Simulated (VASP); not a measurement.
Given:

```yaml
crystal:
  lattice:
    - [0.00000, 2.90438, 2.90438]
    - [2.90438, 0.00000, 2.90438]
    - [2.90438, 2.90438, 0.00000]
  atoms:
    - { symbol: Ga, position: [0.00000, 0.00000, 0.00000] }
    - { symbol: As, position: [0.25000, 0.25000, 0.25000] }
```

These are RPBE GGA, VASP's PBE PAW potentials (set 64) (plane waves; VASP 6.6.1) values and carry that method's errors. Run with 520 eV cut-off, 12×12×12 Γ-centred mesh, tetrahedra with Blöchl corrections, potentials Ga_d As.

**Question.** Estimate the energy per atom (σ→0), band gap (on the k-mesh) with the smallest direct gap where there is one.

**Answer.** 
```
Quantity                                      Value
-----------------------------------  --------------
band gap (on the k-mesh)                    0.05 eV
smallest direct gap (on the k-mesh)         0.05 eV
energy per atom (σ→0)                -3.801 eV/atom
```

Only differences to runs with the same potentials and settings are physical.

The compound is GaAs in the zinc blende structure. It was relaxed first, which changed the volume by +9 %.
